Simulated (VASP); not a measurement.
```
Mg3Sb2
1.0
    2.22915    -3.86101     0.00000
    2.22915     3.86101     0.00000
    0.00000     0.00000     7.01208
Mg Sb
3 2
Direct
  0.00000   0.00000   0.00000
  0.33333   0.66667   0.63158
  0.66667   0.33333   0.36842
  0.33333   0.66667   0.22074
  0.66667   0.33333   0.77926
```

Level of theory: PBE GGA, VASP's PBE PAW potentials (set 64) (plane waves; VASP). Run with 500 eV cut-off, 6×6×3 Γ-centred mesh, Gaussian smearing of 0.050 eV, potentials Mg Sb.

Energy and stress use the plane-wave basis of the starting cell.

Question: The ions, cell shape and volume at an external pressure of 10.0 GPa are relaxed. Predict the relaxed structure.

Answer: 
```
Mg3Sb2
1.0
    2.18143    -3.77835     0.00000
    2.18143     3.77835     0.00000
    0.00000     0.00000     6.83476
Mg Sb
3 2
Direct
  0.00000   0.00000   0.00000
  0.33333   0.66667   0.63071
  0.66667   0.33333   0.36929
  0.33333   0.66667   0.21748
  0.66667   0.33333   0.78252
```
Space group P-3m1 (164), at a tolerance of 0.03 Å.

Question: How do energy and volume change from the first to the last step?

Answer: The energy (σ→0) changes by +74.2 meV/atom and the volume by -6.7 %, in 8 ionic steps.

```tsv
step	E(σ→0) (eV)	max force (eV/Å)	pressure (GPa)	volume (Å³)
1	-14.4371	0.018	5.08	120.70
2	-13.7307	0.307	13.79	108.22
3	-14.0764	0.179	9.99	112.90
4	-14.0669	0.183	10.10	112.75
5	-14.0631	0.116	10.10	112.65
6	-14.0540	0.022	10.12	112.47
7	-14.0757	0.016	9.86	112.82
8	-14.0662	0.019	9.98	112.67
```

The compound is Mg3Sb2 in the a-la2o3 structure. This run relaxes it under an external pressure of 10 GPa. Symmetry was kept, so distortions that lower it aren't found. The k-mesh is coarse (spacing up to 0.31 per Å, 2π included), so the numbers may not be converged in it.
